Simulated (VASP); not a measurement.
All values below come from PBEsol GGA, VASP's PBE PAW potentials (set 64) (plane waves; VASP).

The input files of a VASP run:

INCAR:
```
EDIFF = 1E-6
ALGO = Normal   ! blocked Davidson
SIGMA = 0.05   ! width (eV)
LREAL = .False.
ISIF = 2   ! forces and stress, cell fixed
PREC = Accurate
LWAVE = .False.
SYSTEM = HgTe
LASPH = .True.   ! aspherical one-centre terms
LMAXMIX = 6   ! l cut-off of mixed one-centre charges
ENCUT = 400   ! plane-wave cut-off (eV)
GGA = PS   ! PBEsol
NELM = 100
LCHARG = .False.
ISMEAR = 0   ! Gaussian
```

KPOINTS:
```
Automatic
0
gamma
  6 6 6
```

POSCAR:
```
HgTe
1
    0.0000000000     3.2946000000     3.2946000000
    3.2946000000     0.0000000000     3.2946000000
    3.2946000000     3.2946000000     0.0000000000
Hg Te
1 1
Direct
  0.0000000000   0.0000000000   0.0000000000
  0.2500000000   0.2500000000   0.2500000000
```

POTCAR, in this order: Hg Te (PBE.64 set). Program: vasp_std.

Output

File OSZICAR:
```
       N       E                     dE             d eps       ncg     rms          rms(c)
DAV:   1     0.925104668398E+02    0.92510E+02   -0.70840E+03   416   0.957E+02
DAV:   2    -0.808799841897E+00   -0.93319E+02   -0.87167E+02   476   0.241E+02
DAV:   3    -0.454759578247E+01   -0.37388E+01   -0.37296E+01   496   0.506E+01
DAV:   4    -0.458359360506E+01   -0.35998E-01   -0.35986E-01   594   0.464E+00
DAV:   5    -0.458368344522E+01   -0.89840E-04   -0.89840E-04   476   0.218E-01    0.700E+00
DAV:   6    -0.436712981469E+01    0.21655E+00   -0.53756E-01   471   0.106E+01    0.568E+00
DAV:   7    -0.435806647955E+01    0.90633E-02   -0.10424E-01   461   0.251E+00    0.220E+00
DAV:   8    -0.435623270267E+01    0.18338E-02   -0.10027E-02   431   0.134E+00    0.596E-01
DAV:   9    -0.435599106602E+01    0.24164E-03   -0.83197E-04   486   0.350E-01    0.113E-01
DAV:  10    -0.435600135949E+01   -0.10293E-04   -0.84807E-05   462   0.969E-02    0.517E-02
DAV:  11    -0.435600859528E+01   -0.72358E-05   -0.21288E-05   456   0.397E-02    0.230E-02
DAV:  12    -0.435600773354E+01    0.86174E-06   -0.35246E-06   481   0.163E-02
   1 F= -.43560077E+01 E0= -.43558292E+01  d E =-.357089E-03
```

OUTCAR:
```
------------------------ aborting loop because EDIFF is reached ----------------------------------------
  FORCE on cell =-STRESS in cart. coord.  units (eV):
  Direction    XX          YY          ZZ          XY          YZ          ZX
  --------------------------------------------------------------------------------------
  Total       -0.5590771     -0.5590771     -0.5590771     -0.0000000     -0.0000000     -0.0000000
  in kB      -12.5240343    -12.5240343    -12.5240343     -0.0000000     -0.0000000     -0.0000000
  external PRESSURE =     -12.5240343 kB  Pullay stress =       0.0000000 kB
  volume of cell :       71.52
      direct lattice vectors                 reciprocal lattice vectors
     0.000000000  3.294600000  3.294600000    -0.151763492  0.151763492  0.151763492
     3.294600000  0.000000000  3.294600000     0.151763492 -0.151763492  0.151763492
     3.294600000  3.294600000  0.000000000     0.151763492  0.151763492 -0.151763492
 POSITION                                       TOTAL-FORCE (eV/Angst)
 -----------------------------------------------------------------------------------
      0.00000      0.00000      0.00000        -0.000000      0.000000     -0.000000
      1.64730      1.64730      1.64730         0.000000     -0.000000      0.000000
 -----------------------------------------------------------------------------------
    total drift:                                0.000000      0.000000      0.000000
  FREE ENERGIE OF THE ION-ELECTRON SYSTEM (eV)
  ---------------------------------------------------
  free  energy   TOTEN  =        -4.3560077335 eV

  energy  without entropy=       -4.3556506448  energy(sigma->0) =       -4.35582919
```
(Selected blocks of OUTCAR.)

The compound is HgTe in the zinc blende structure. The cell was not relaxed at this level. The run is one of a series of settings (GGA = PS against the base run), some of them coarse on purpose.
